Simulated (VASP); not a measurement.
All values below come from PBEsol GGA, VASP's PBE PAW potentials (set 64) (plane waves; VASP).

VASP ran on this input.

### POSCAR
```
Fe
1
   -1.3935891626     1.3935891626     1.3935891626
    1.3935891626    -1.3935891626     1.3935891626
    1.3935891626     1.3935891626    -1.3935891626
Fe
1
Direct
  0.0000000000   0.0000000000   0.0000000000
```

KPOINTS:
```
kpoints
0
gamma
18 18 18
0 0 0
```

INCAR:
```
SYSTEM = Fe
PREC = Accurate
ENCUT = 500
EDIFF = 1E-6
NELM = 100
ALGO = Normal
LREAL = .FALSE.
LASPH = .TRUE.
ISMEAR = 1
SIGMA = 0.1
GGA = PS
LMAXMIX = 4
ISPIN = 2
MAGMOM = 2.1
LORBIT = 10
LWAVE = .FALSE.
LCHARG = .FALSE.
IBRION = 2
ISIF = 3
NSW = 40
EDIFFG = -0.02
PSTRESS = 50
```

POTCAR, in this order: Fe (PBE.64 set). Program: vasp_std.

Task: What will the output report for the number of irreducible k-points (NKPTS), largest plane-wave count, number of space-group operations, FFT grid (NGX, NGY, NGZ)?

Result: 
```
Property                                      Result
--------------------------------------  ------------
number of irreducible k-points (NKPTS)           195
largest plane-wave count                         285
number of space-group operations                  48
FFT grid (NGX, NGY, NGZ)                18 × 18 × 18
```

The compound is Fe in the bcc structure. This run relaxes it under an external pressure of 5 GPa. Symmetry was kept, so distortions that lower it aren't found.
